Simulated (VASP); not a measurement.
OSZICAR of a VASP run on MoSi₂ (MoSi2 type):

OSZICAR:
```
       N       E                     dE             d eps       ncg     rms          rms(c)
DAV:   1     0.123935680101E+03    0.12394E+03   -0.11525E+04  4890   0.140E+03
DAV:   2    -0.211215349745E+02   -0.14506E+03   -0.14309E+03  6115   0.341E+02
DAV:   3    -0.241043554775E+02   -0.29828E+01   -0.29500E+01  6423   0.442E+01
DAV:   4    -0.241187556512E+02   -0.14400E-01   -0.14397E-01  5765   0.362E+00
DAV:   5    -0.241188833048E+02   -0.12765E-03   -0.12765E-03  6402   0.312E-01    0.226E+01
DAV:   6    -0.233797763756E+02    0.73911E+00   -0.70220E+00  5709   0.185E+01    0.509E+00
DAV:   7    -0.232652088454E+02    0.11457E+00   -0.10185E+00  5529   0.654E+00    0.474E+00
DAV:   8    -0.232314741006E+02    0.33735E-01   -0.11488E-01  5849   0.287E+00    0.457E-01
DAV:   9    -0.232308568436E+02    0.61726E-03   -0.21201E-03  5982   0.421E-01    0.244E-01
DAV:  10    -0.232308212393E+02    0.35604E-04   -0.65216E-04  5947   0.241E-01    0.564E-02
DAV:  11    -0.232308096657E+02    0.11574E-04   -0.22851E-04  5814   0.121E-01    0.373E-02
DAV:  12    -0.232308053822E+02    0.42835E-05   -0.28487E-05  5583   0.394E-02    0.698E-03
DAV:  13    -0.232308049400E+02    0.44219E-06   -0.59723E-07  3180   0.692E-03
   1 F= -.24995975E+02 E0= -.24995815E+02  d E =-.249960E+02
       N       E                     dE             d eps       ncg     rms          rms(c)
DAV:   1    -0.232330870116E+02   -0.22816E-02   -0.10753E-01  5268   0.320E+00    0.288E-01
DAV:   2    -0.232311176562E+02    0.19694E-02   -0.33926E-03  6108   0.494E-01    0.144E-01
DAV:   3    -0.232305723496E+02    0.54531E-03   -0.15970E-03  6269   0.328E-01    0.450E-02
DAV:   4    -0.232305711278E+02    0.12218E-05   -0.76080E-05  5324   0.627E-02    0.149E-02
DAV:   5    -0.232305703628E+02    0.76497E-06   -0.42708E-06  5960   0.165E-02
   2 F= -.24996537E+02 E0= -.24996456E+02  d E =-.562234E-03
       N       E                     dE             d eps       ncg     rms          rms(c)
DAV:   1    -0.232309765395E+02   -0.40541E-03   -0.62140E-03  5275   0.769E-01    0.705E-02
DAV:   2    -0.232308601269E+02    0.11641E-03   -0.19892E-04  6101   0.120E-01    0.351E-02
DAV:   3    -0.232308278270E+02    0.32300E-04   -0.94383E-05  6262   0.794E-02    0.989E-03
DAV:   4    -0.232308275229E+02    0.30408E-06   -0.43680E-06  5212   0.143E-02
   3 F= -.24996601E+02 E0= -.24996498E+02  d E =-.625605E-03
       N       E                     dE             d eps       ncg     rms          rms(c)
DAV:   1    -0.232292124282E+02    0.16154E-02   -0.11901E-02  5716   0.112E+00    0.215E-01
DAV:   2    -0.232288456395E+02    0.36679E-03   -0.35617E-03  5584   0.451E-01    0.656E-02
DAV:   3    -0.232287870479E+02    0.58592E-04   -0.28239E-04  5472   0.106E-01    0.222E-02
DAV:   4    -0.232287800677E+02    0.69802E-05   -0.35970E-05  6087   0.531E-02    0.106E-02
DAV:   5    -0.232287811677E+02   -0.11000E-05   -0.12003E-06  3229   0.911E-03    0.772E-03
DAV:   6    -0.232287819521E+02   -0.78435E-06   -0.22850E-07  2515   0.409E-03
   4 F= -.24996639E+02 E0= -.24996547E+02  d E =-.381503E-04
```

### Question
Which electronic solver shows in the log?

### Answer
It is blocked Davidson (ALGO = Normal, or the opening steps of other solvers). The INCAR had ALGO = Normal.

### Question
Can the final energy be trusted as converged?

### Answer
The run converged. It stopped with EDIFF = 1E-6, NELM = 100, NSW = 60 and EDIFFG = -0.02 after 4 ionic steps (PBE GGA with D3 dispersion (Becke-Johnson damping), plane waves, VASP's PBE PAW potentials (set 64)).

The compound is MoSi2 in the MoSi2 type structure. This run relaxes it. Symmetry was kept, so distortions that lower it aren't found. The start is the result of an earlier pass.
